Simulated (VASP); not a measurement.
A VASP calculation is set up with these files.

File KPOINTS:
```
K-points
0
Gamma
 11 11 11
```

**POSCAR**
```
Na
1
   -2.1726000000     2.1726000000     2.1726000000
    2.1726000000    -2.1726000000     2.1726000000
    2.1726000000     2.1726000000    -2.1726000000
Na
1
Direct
  0.0000000000   0.0000000000   0.0000000000
```

### INCAR
```
ALGO = Normal
EDIFF = 1E-6
ENCUT = 300
GGA = PE
ISIF = 2
ISMEAR = 1
LASPH = T
LCHARG = F
LREAL = F
LWAVE = F
NELM = 100
PREC = Accurate
SIGMA = 0.1
SYSTEM = Na
```

POTCAR, in this order: Na_pv (PBE.64 set). Program: vasp_std.

### Question
Write an equivalent input for Quantum ESPRESSO's pw.x.

### Answer
One equivalent input (not run):
```
&CONTROL
  calculation = 'scf'
  pseudo_dir = './pseudo'
  outdir = './out'
  tprnfor = .true.
  tstress = .true.
/
&SYSTEM
  ibrav = 0
  nat = 1
  ntyp = 1
  ecutwfc = 88
  occupations = 'smearing'
  smearing = 'methfessel-paxton'
  degauss = 0.00735
  input_dft = 'pbe'
/
&ELECTRONS
  conv_thr = 7.3e-08
  electron_maxstep = 100
/
ATOMIC_SPECIES
  Na 22.990 Na.upf
CELL_PARAMETERS angstrom
    -2.1726000    2.1726000    2.1726000
     2.1726000   -2.1726000    2.1726000
     2.1726000    2.1726000   -2.1726000
ATOMIC_POSITIONS crystal
  Na   0.0000000  0.0000000  0.0000000
K_POINTS automatic
  11 11 11 0 0 0
```
What does not carry over: the potentials are each code's own (VASP's PAW set, PseudoDojo norm-conserving files in pw.x), so ENCUT and ecutwfc are chosen apart and not converted; conv_thr bounds pw.x's estimated SCF error, while EDIFF bounds the energy change between steps.

The compound is Na in the bcc structure. The cell was not relaxed at this level. The run is one of a series of settings (ENCUT = 300 against the base run), some of them coarse on purpose.
